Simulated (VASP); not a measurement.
Consider the following.

```xyz
4
Lattice="3.1216 0.0000 0.0000 -1.5608 2.7033 0.0000 0.0000 0.0000 6.0400" Properties=species:S:1:pos:R:3 pbc="T T T"
V     -1.5608     2.7033     0.0000
V     -1.5608     2.7033     3.0200
S      0.0000     1.8022     1.5100
S      1.5608     0.9011     4.5300
```

Level of theory: PBEsol GGA, VASP's PBE PAW potentials (set 64) (plane waves; VASP 6.6.1). Settings: 400 eV cut-off, Gaussian smearing of 0.050 eV, potentials V_sv S.

Problem. Give the energies of bands 11 to 22 at the high-symmetry points, in eV from the Fermi level.

Solution. 
| band | Γ | M | K | A | L | H |
|---|---|---|---|---|---|---|
| 11 | -8.91 | -8.80 | -7.59 | -6.77 | -8.22 | -7.31 |
| 12 | -4.42 | -7.05 | -7.27 | -6.77 | -8.22 | -7.31 |
| 13 | -4.42 | -6.46 | -7.27 | -3.59 | -5.70 | -6.66 |
| 14 | -3.36 | -5.49 | -5.87 | -3.59 | -5.70 | -6.66 |
| 15 | -3.11 | -5.08 | -5.87 | -3.59 | -4.40 | -5.81 |
| 16 | -1.41 | -3.31 | -5.48 | -3.59 | -4.40 | -5.81 |
| 17 | -1.41 | -3.04 | -0.78 | -0.65 | -2.12 | -1.21 |
| 18 | -1.18 | -1.62 | -0.78 | -0.65 | -2.12 | -1.21 |
| 19 | -1.18 | -0.19 | 0.14 | -0.41 | 1.11 | 0.72 |
| 20 | -0.94 | 1.03 | 0.14 | -0.41 | 1.11 | 0.72 |
| 21 | -0.94 | 1.21 | 0.27 | -0.41 | 1.21 | 1.11 |
| 22 | 0.55 | 1.43 | 1.25 | -0.41 | 1.21 | 1.11 |

It has no gap at this level: it comes out as a metal or semimetal.

The structure was generated: VS was put into the NiAs type type (P6_3/mmc), which need not be its known phase. It was relaxed first, which changed the volume by -39 %. The run is not spin-polarised, so no magnetic state was tried.
